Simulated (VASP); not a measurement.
Output of a VASP run:

File OSZICAR:
```
       N       E                     dE             d eps       ncg     rms          rms(c)
DAV:   1     0.296018178505E+02    0.29602E+02   -0.49192E+03  2738   0.171E+03
DAV:   2    -0.503262479875E+01   -0.34634E+02   -0.32886E+02  2647   0.181E+02
DAV:   3    -0.535503299526E+01   -0.32241E+00   -0.32176E+00  3004   0.252E+01
DAV:   4    -0.535715308695E+01   -0.21201E-02   -0.21199E-02  3009   0.183E+00
DAV:   5    -0.535717895530E+01   -0.25868E-04   -0.25869E-04  2975   0.171E-01    0.830E+00
DAV:   6    -0.467350064083E+01    0.68368E+00   -0.18966E+01  2745   0.102E+02    0.407E+00
DAV:   7    -0.428032843882E+01    0.39317E+00   -0.28832E+00  2763   0.392E+01    0.676E-01
DAV:   8    -0.426512209947E+01    0.15206E-01   -0.82244E-03  3820   0.109E+00    0.209E-01
DAV:   9    -0.426426714594E+01    0.85495E-03   -0.47632E-03  2831   0.142E+00    0.230E-02
DAV:  10    -0.426427545132E+01   -0.83054E-05   -0.28980E-05  3677   0.110E-01    0.641E-03
DAV:  11    -0.426427561196E+01   -0.16064E-06   -0.64694E-07  1565   0.194E-02
   1 F= -.42642756E+01 E0= -.42637985E+01  d E =-.426428E+01
```

File OUTCAR:
```
------------------------ aborting loop because EDIFF is reached ----------------------------------------
  FORCE on cell =-STRESS in cart. coord.  units (eV):
  Direction    XX          YY          ZZ          XY          YZ          ZX
  --------------------------------------------------------------------------------------
  Total        0.0059517      0.0059517      0.0059517      0.0000000      0.0000000     -0.0000000
  in kB        0.8407347      0.8407347      0.8407347      0.0000000      0.0000000     -0.0000000
  external PRESSURE =       0.8407347 kB  Pullay stress =       0.0000000 kB
  volume of cell :       11.34
      direct lattice vectors                 reciprocal lattice vectors
    -1.415391295  1.415391295  1.415391295     0.000000000  0.353259203  0.353259203
     1.415391295 -1.415391295  1.415391295     0.353259203  0.000000000  0.353259203
     1.415391295  1.415391295 -1.415391295     0.353259203  0.353259203  0.000000000
 POSITION                                       TOTAL-FORCE (eV/Angst)
 -----------------------------------------------------------------------------------
      0.00000      0.00000      0.00000         0.000000     -0.000000     -0.000000
 -----------------------------------------------------------------------------------
    total drift:                                0.000000      0.000000     -0.000000
  FREE ENERGIE OF THE ION-ELECTRON SYSTEM (eV)
  ---------------------------------------------------
  free  energy   TOTEN  =        -4.2642756120 eV

  energy  without entropy=       -4.2628441925  energy(sigma->0) =       -4.26379847

 reached required accuracy - stopping structural energy minimisation
```
(Selected blocks of OUTCAR.)

### POSCAR
```
Cu
1
   -1.4153912945     1.4153912945     1.4153912945
    1.4153912945    -1.4153912945     1.4153912945
    1.4153912945     1.4153912945    -1.4153912945
Cu
1
Direct
  0.0000000000   0.0000000000   0.0000000000
```

Write an INCAR and KPOINTS that could have produced this output.

This is not unique; one that fits is the input of the run itself, PBEsol GGA, plane waves, VASP's PBE PAW potentials (set 64).

INCAR:
```
# general
SYSTEM  = Cu
PREC    = Accurate
ENCUT   = 400
LREAL   = .FALSE.
LASPH   = .TRUE.   # aspherical one-centre terms

# electronic loop
EDIFF   = 1E-6
NELM    = 100   # most electronic steps
ALGO    = Normal   # blocked Davidson
LMAXMIX = 4

# smearing
ISMEAR  = 1   # Methfessel-Paxton
SIGMA   = 0.1   # width (eV)

# functional
GGA     = PS

# ions
IBRION  = 2   # conjugate gradients
NSW     = 60   # most ionic steps
ISIF    = 3
EDIFFG  = -0.01   # ionic stop

# output
LWAVE   = .FALSE.
LCHARG  = .FALSE.
```

KPOINTS:
```
Automatic mesh
0
gamma
  16 16 16
```

POTCAR, in this order: Cu (PBE.64 set). Program: vasp_std.

The structure was generated: Cu was put into the bcc type (Im-3m), which need not be its known phase. It was relaxed first. The start is the result of an earlier pass.
